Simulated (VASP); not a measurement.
# CaHfS2 (P-6m2) in VASP: single point with PBE

Aim: the single point of CaHfS2 with PBE.

Everything below comes from runs of VASP 6.6.1. Logs are shortened: lines on timing, memory, paths and dates and some standing lists are left out, and cuts for length are marked.

## Step 1: The structure

Symmetry: P-6m2, No. 187, hexagonal system. Conventional cell: a = 3.647 Å, b = 3.647 Å, c = 6.765 Å, α = 90.00°, β = 90.00°, γ = 120.00°. Ca (site symmetry -6m2) has 6 S at 2.78 Å as nearest neighbours. Hf (site symmetry -6m2) is surrounded by 6 S at 2.62 Å. S (site symmetry 3m) has 3 Hf at 2.62 Å and 3 Ca at 2.78 Å as nearest neighbours.

The cell was built by a generator and needn't be a form met in nature.

## Step 2: Single point, PBE

The input, INCAR:

```
ALGO = Fast
EDIFF = 1E-6
ENCUT = 520
GGA = PE
ISIF = 2
ISMEAR = 0
LASPH = True
LCHARG = False
LREAL = False
LWAVE = False
NBANDS = 24
NELM = 100
PREC = Accurate
SIGMA = 0.1
```

The input, KPOINTS:

```
k-points
0
Gamma
  15 15 8
```

The input, POSCAR:

```
CaHfS2
1.0
    3.6468921845      0.0000000000      0.0000000000
   -1.8234460923      3.1583012766      0.0000000000
    0.0000000000      0.0000000000      6.7653081572
Ca Hf S
1 1 2
Direct
    0.3333333333      0.6666666667      0.5000000000
    0.6666666667      0.3333333333      0.0000000000
    0.0000000000      0.0000000000      0.2311143127
    0.0000000000      0.0000000000      0.7688856873
```

Potentials or basis: VASP PAW PBE potentials, release 64 (Ca_sv, Hf_pv, S).

Launch:

```bash
> cat potpaw_PBE.64/Ca_sv/POTCAR potpaw_PBE.64/Hf_pv/POTCAR potpaw_PBE.64/S/POTCAR > POTCAR
> mpirun -np 1 vasp_std > vasp.out
```

OUTCAR:

```text
EDIFF = 1E-6
   ENCUT = 520
   GGA = PE
   ISIF = 2
   ISMEAR = 0
   LASPH = True
   LREAL = False
   NELM = 100
   PREC = Accurate

 ion  position               nearest neighbor table
   1  0.333  0.667  0.500-   3 2.78   4 2.78   3 2.78   4 2.78   3 2.78   4 2.78
   2  0.667  0.333  0.000-   3 2.62   4 2.62   3 2.62   4 2.62   3 2.62   4 2.62
   3  0.000  0.000  0.231-   2 2.62   2 2.62   2 2.62   1 2.78   1 2.78   1 2.78
   4  0.000  0.000  0.769-   2 2.62   2 2.62   2 2.62   1 2.78   1 2.78   1 2.78

  LATTYP: Found a hexagonal cell.
 ALAT       =     3.6468921845
 C/A-ratio  =     1.8550886111

  Lattice vectors:

 A1 = (   3.6468921845,   0.0000000000,   0.0000000000)
 A2 = (  -1.8234460923,   3.1583012766,   0.0000000000)
 A3 = (   0.0000000000,   0.0000000000,   6.7653081572)

Analysis of symmetry for initial positions (statically):
=====================================================================
 Subroutine PRICEL returns:
 Original cell was already a primitive cell.

 Routine SETGRP: Setting up the symmetry group for a
 hexagonal supercell.

 Subroutine GETGRP returns: Found 12 space group operations
 (whereof 12 operations were pure point group operations)
 out of a pool of 24 trial point group operations.

The static configuration has the point symmetry D_3h.

Analysis of symmetry for dynamics (positions and initial velocities):
=====================================================================
 Subroutine PRICEL returns:
 Original cell was already a primitive cell.

 Routine SETGRP: Setting up the symmetry group for a
 hexagonal supercell.

 Subroutine GETGRP returns: Found 12 space group operations
 (whereof 12 operations were pure point group operations)
 out of a pool of 24 trial point group operations.

The dynamic configuration has the point symmetry D_3h.

 Subroutine INISYM returns: Found 12 space group operations
 (whereof 12 operations are pure point group operations),
 and found     1 'primitive' translations

----------------------------------------------------------------------------------------

                                     Primitive cell

  volume of cell :      77.9227

  direct lattice vectors                    reciprocal lattice vectors
     3.646892184  0.000000000  0.000000000     0.274206077  0.158312953  0.000000000
    -1.823446092  3.158301277  0.000000000     0.000000000  0.316625905  0.000000000
     0.000000000  0.000000000  6.765308157     0.000000000  0.000000000  0.147812927

  length of vectors
     3.646892184  3.646892184  6.765308157     0.316625905  0.316625905  0.147812927

  position of ions in fractional coordinates (direct lattice)
     0.333333333  0.666666667  0.500000000
     0.666666667  0.333333333  0.000000000
     0.000000000  0.000000000  0.231114313
     0.000000000  0.000000000  0.768885687

  ion indices of the primitive-cell ions
   primitive index   ion index
                 1           1
                 2           2
                 3           3
                 4           4

----------------------------------------------------------------------------------------

 KPOINTS: k-points

Automatic generation of k-mesh.
 Grid dimensions read from file:
 generate k-points for:   15   15    8

 Generating k-lattice:

  Cartesian coordinates                     Fractional coordinates (reciprocal lattice)
     0.018280405  0.010554197  0.000000000     0.066666667 -0.000000000  0.000000000
     0.000000000  0.021108394  0.000000000     0.000000000  0.066666667  0.000000000
     0.000000000  0.000000000  0.018476616     0.000000000  0.000000000  0.125000000

  Length of vectors
     0.021108394  0.021108394  0.018476616

  Shift w.r.t. Gamma in fractional coordinates (k-lattice)
     0.000000000  0.000000000  0.000000000

 Subroutine IBZKPT returns following result:
 ===========================================

 Found    135 irreducible k-points:

 Following reciprocal coordinates:
            Coordinates               Weight
  0.000000  0.000000  0.000000      1.000000
  0.066667 -0.000000  0.000000      6.000000
  0.133333 -0.000000  0.000000      6.000000
  0.200000 -0.000000  0.000000      6.000000
  0.266667 -0.000000  0.000000      6.000000
  0.333333  0.000000  0.000000      6.000000
[... 16 lines left out ...]
  0.333333  0.200000  0.000000     12.000000
  0.400000  0.200000  0.000000      6.000000
 [... further k-points ...]
   k-points           NKPTS =    135   k-points in BZ     NKDIM =    135   number of bands    NBANDS=     24
   number of dos      NEDOS =    301   number of ions     NIONS =      4
   total plane-waves  NPLWV =  39200
   dimension x,y,z NGX =    28 NGY =   28 NGZ =   50
   dimension x,y,z NGXF=    56 NGYF=   56 NGZF=  100
   ions per type =               1   1   2
   NGX,Y,Z   is equivalent  to a cutoff of  12.76, 12.76, 12.29 a.u.
   NGXF,Y,Z  is equivalent  to a cutoff of  25.53, 25.53, 24.57 a.u.
 SYSTEM =  unknown system
   PREC   = accura    normal or accurate (medium, high low for compatibility)
   ISTART =      0    job   : 0-new  1-cont  2-samecut
   ICHARG =      2    charge: 1-file 2-atom 10-const
   ISPIN  =      1    spin polarized calculation?
   LNONCOLLINEAR =      F non collinear calculations
   LSORBIT =      F    spin-orbit coupling
   LASPH  =      T    aspherical Exc in radial PAW
   ENCUT  =  520.0 eV  38.22 Ry    6.18 a.u.   6.78  6.78 12.58*2*pi/ulx,y,z
   NELM   =    100;   NELMIN=  2; NELMDL= -5     # of ELM steps
   EDIFF  = 0.1E-05   stopping-criterion for ELM
   LREAL  =      F    real-space projection
   EDIFFG = 0.1E-04   stopping-criterion for IOM
   NSW    =      0    number of steps for IOM
   IBRION =     -1    ionic relax: 0-MD 1-quasi-New 2-CG
   NFREE  =      0    steps in history (QN), initial steepest desc. (CG)
   ISIF   =      2    stress and relaxation
   ISYM   =      2    0-nonsym 1-usesym 2-fastsym
   POTIM  = 0.5000    time-step for ionic-motion
   TEBEG  =    0.0;   TEEND  =   0.0 temperature during run
   PSTRESS=    0.0 pullay stress
   NELECT =      32.0000    total number of electrons
   NUPDOWN=      -1.0000    fix difference up-down
   EMIN   =  10.00;   EMAX   =-10.00  energy-range for DOS
   EFERMI =   0.00;   METHOD = LEGACY
   ISMEAR =     0;   SIGMA  =   0.10  broadening in eV -4-tet -1-fermi 0-gaus
   EFERMI_NEDOS =   21; number of points for ismear=-14 and -15
   IALGO  =     68    algorithm
   IMIX   =      4    mixing-type and parameters
     AMIX     =   0.40;   BMIX     =  1.00
     AMIX_MAG =   1.60;   BMIX_MAG =  1.00
  volume/ion in A,a.u.               =      19.48       131.46
  Fermi-wavevector in a.u.,A,eV,Ry     =   1.216849  2.299512 20.146449  1.480722
  Thomas-Fermi vector in A             =   2.352189
   LORBIT       =      0    0 simple, 1 ext, 2 COOP (PROOUT), +10 PAW based schemes
   GGA     = PE    functional components
   LHFCALC =     F    Hartree Fock is set to
   AEXX    =    0.0000 exact exchange contribution
   IVDW    =     0    specifies the selected vdW correction
   LEPSILON=     F    determine dielectric tensor
   LRPA    =     F    only Hartree local field effects (RPA)
 non-spin polarized calculation
 RMM-DIIS sequential band-by-band and
 Gauss-broadening in eV      SIGMA  =   0.10
  energy-cutoff  :      520.00
  volume of cell :       77.92
 maximum number of plane-waves:      2120
 NGX is ok and might be reduce to    28
   NGX = 13   NGY = 13   NGZ = 25

 number of electron      32.0000000 magnetization

 Free energy of the ion-electron system (eV)
  ---------------------------------------------------
  ext. energy  EPLUGINS =         0.00000000
  ---------------------------------------------------
  free energy    TOTEN  =       -26.67716251 eV

  energy without entropy =      -26.67394278  energy(sigma->0) =      -26.67555265

 E-fermi :   7.0745     XC(G=0): -10.5297

 val. band max:        7.0361732044   @ k =   0.3333   0.3333   0.5000
 cond. band min:       7.0796756438   @ k =   0.1333  -0.0000   0.5000
 fundamental gap:      0.0435024394
 Fermi energy:         7.0744708582

 k-point     1 :       0.0000    0.0000    0.0000
  band No.  band energies     occupation
      1     -34.8428      2.00000
      2     -24.8771      2.00000
      3     -24.6696      2.00000
      4     -24.6696      2.00000
      5     -15.9769      2.00000
      6     -15.8063      2.00000
[... 16 lines left out ...]
     23      10.7916      0.00000
     24      10.8794      0.00000

 k-point     2 :       0.0667   -0.0000    0.0000
  band No.  band energies     occupation
      1     -34.8416      2.00000
      2     -24.8755      2.00000
      3     -24.6775      2.00000
      4     -24.6714      2.00000
      5     -15.9734      2.00000
      6     -15.8194      2.00000
[... 16 lines left out ...]
     23      10.6300      0.00000
     24      10.8779      0.00000

 k-point     3 :       0.1333   -0.0000    0.0000
  band No.  band energies     occupation
      1     -34.8383      2.00000
      2     -24.8710      2.00000
      3     -24.6998      2.00000
      4     -24.6764      2.00000
      5     -15.9632      2.00000
      6     -15.8559      2.00000
[... 16 lines left out ...]
     23      10.2886      0.00000
     24      10.5361      0.00000

 k-point     4 :       0.2000   -0.0000    0.0000
  band No.  band energies     occupation
      1     -34.8335      2.00000
      2     -24.8644      2.00000
      3     -24.7324      2.00000
      4     -24.6838      2.00000
      5     -15.9482      2.00000
      6     -15.9088      2.00000
[... 16 lines left out ...]
     23      10.2721      0.00000
     24      10.2985      0.00000

 k-point     5 :       0.2667   -0.0000    0.0000
  band No.  band energies     occupation
      1     -34.8279      2.00000
      2     -24.8568      2.00000
      3     -24.7695      2.00000
      4     -24.6923      2.00000
      5     -15.9686      2.00000
      6     -15.9309      2.00000
[... 16 lines left out ...]
     23      10.3070      0.00000
     24      10.8082      0.00000

 k-point     6 :       0.3333    0.0000    0.0000
  band No.  band energies     occupation
      1     -34.8225      2.00000
      2     -24.8495      2.00000
      3     -24.8046      2.00000
      4     -24.7004      2.00000
      5     -16.0247      2.00000
      6     -15.9142      2.00000
[... 16 lines left out ...]
     23      10.8075      0.00000
     24      10.8098      0.00000
[... 379 lines left out ...]
 k-point    21 :       0.2000    0.2000    0.0000
  band No.  band energies     occupation
      1     -34.8212      2.00000
      2     -24.8477      2.00000
      3     -24.7975      2.00000
      4     -24.7183      2.00000
      5     -16.0125      2.00000
      6     -15.9102      2.00000
[... 16 lines left out ...]
     23      10.8308      0.00000
     24      11.2025      0.00000

 k-point    22 :       0.2667    0.2000    0.0000
  band No.  band energies     occupation
      1     -34.8173      2.00000
      2     -24.8424      2.00000
      3     -24.8144      2.00000
      4     -24.7332      2.00000
      5     -16.0389      2.00000
      6     -15.9046      2.00000
[... 16 lines left out ...]
     23      10.9698      0.00000
     24      11.1809      0.00000

 k-point    23 :       0.3333    0.2000    0.0000
  band No.  band energies     occupation
      1     -34.8146      2.00000
      2     -24.8387      2.00000
      3     -24.8252      2.00000
      4     -24.7440      2.00000
      5     -16.0554      2.00000
      6     -15.9217      2.00000
[... 16 lines left out ...]
     23      11.0508      0.00000
     24      11.2765      0.00000

 k-point    24 :       0.4000    0.2000    0.0000
  band No.  band energies     occupation
      1     -34.8137      2.00000
      2     -24.8375      2.00000
      3     -24.8288      2.00000
      4     -24.7480      2.00000
      5     -16.0610      2.00000
      6     -15.9280      2.00000
[... 16 lines left out ...]
     23      10.9436      0.00000
     24      11.2308      0.00000

 [... further k-points ...]

------------------------ aborting loop because EDIFF is reached ----------------------------------------

  FORCE on cell =-STRESS in cart. coord.  units (eV):
  Direction    XX          YY          ZZ          XY          YZ          ZX
  --------------------------------------------------------------------------------------
  -------------------------------------------------------------------------------------
  Total       -0.1349675     -0.1349675     -0.1101040      0.0000000     -0.0000000      0.0000000
  in kB       -2.7750805     -2.7750805     -2.2638610      0.0000000     -0.0000000      0.0000000
  external PRESSURE =      -2.6046740 kB  Pullay stress =       0.0000000 kB

 VOLUME and BASIS-vectors are now :
 -----------------------------------------------------------------------------
  energy-cutoff  :      520.00
  volume of cell :       77.92
      direct lattice vectors                 reciprocal lattice vectors
     3.646892184  0.000000000  0.000000000     0.274206077  0.158312953  0.000000000
    -1.823446092  3.158301277  0.000000000     0.000000000  0.316625905  0.000000000
     0.000000000  0.000000000  6.765308157     0.000000000  0.000000000  0.147812927

 POSITION                                       TOTAL-FORCE (eV/Angst)
 -----------------------------------------------------------------------------------
     -0.00000      2.10553      3.38265         0.000000     -0.000000      0.000000
      1.82345      1.05277      0.00000        -0.000000     -0.000000      0.000000
      0.00000      0.00000      1.56356        -0.000000      0.000000     -0.071473
      0.00000      0.00000      5.20175        -0.000000     -0.000000      0.071473
 -----------------------------------------------------------------------------------
    total drift:                                0.000000     -0.000000     -0.000000

  FREE ENERGIE OF THE ION-ELECTRON SYSTEM (eV)
  ---------------------------------------------------
  free  energy   TOTEN  =       -26.6771625141 eV

  energy  without entropy=      -26.6739427767  energy(sigma->0) =      -26.67555265
```

Run time: 11 min. Hardware: 1 thread of Intel Xeon Platinum 8175M at 2.50GHz (Skylake/Cascade Lake), shared host; peak memory 0.38 GiB.

What came out:

| Item | Value |
| --- | --- |
| Free energy | -26.6772 eV |
| Pressure | -0.3 GPa |
| Largest force | 0.071 eV/Å |
| Band gap on the k mesh | none (metal or under the smearing width) |

Forces in eV/Å, atoms in the order of the input:
```
Ca   0.000  0.000  0.000
Hf   0.000  0.000  0.000
S    0.000  0.000 -0.071
S    0.000  0.000  0.071
```

Levels at points of the mesh, in eV from the Fermi level:
```csv
k point,band 14,band 15,band 16,band 17,band 18,band 19
"(0.00, 0.00, 0.00)",-3.64,-3.05,-0.91,0.57,0.57,0.75
"(0.00, 0.00, 0.50)",-3.81,-3.81,0.39,1.36,1.36,1.47
```

Spin-orbit coupling is left out, which matters for the levels of Hf.
